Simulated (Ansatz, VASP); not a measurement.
# One calculation of MgBe2Te3, two programs

```
Mg Be Te
1.0
     6.36240    0.00000    0.00000
    -3.18120    5.51000    0.00000
     0.00000    0.00000    3.73988
Mg Be Te
1 2 3
Direct
  0.00000 0.00000 0.50000
  0.33333 0.66667 0.50000
  0.66667 0.33333 0.50000
  0.00000 0.50000 0.00000
  0.50000 0.00000 0.00000
  0.50000 0.50000 0.00000
```

Change from the starting cell: species swapped into the TmB2Rh3 type (P6/mmm, No. 191).

Alike in both runs: task single point; functional PBE; k mesh 3 × 3 × 6; occupations gaussian, width 0.1 eV; no spin polarisation.

```csv
,VASP,Ansatz
version,VASP 6.6.1,Ansatz 0.2.0
potentials or method,"VASP PAW PBE potentials, release 64 (Mg, Be, Te)","scalar-relativistic, plane waves, PAW"
plane-wave cutoff (eV),520,420
valence electrons in the cell,24,62
```

|  | VASP | Ansatz | Ansatz less VASP |
| --- | --- | --- | --- |
| gap on the k mesh at the Fermi level (eV) | none | none | - |
| pressure (GPa) | 5.7 | 5.6 | -0.03 |
| largest component of the traceless stress (GPa) | 8.15 | 8.15 | 0.000 |

A gap of «none» marks a metal or a gap that the smearing closes. The two sets of potentials don't hold the same shells in valence.

Caveats: the k mesh is coarse (spacing up to 0.38 Å⁻¹), so the values aren't converged. Spin-orbit coupling is left out, which matters for the levels of Te.
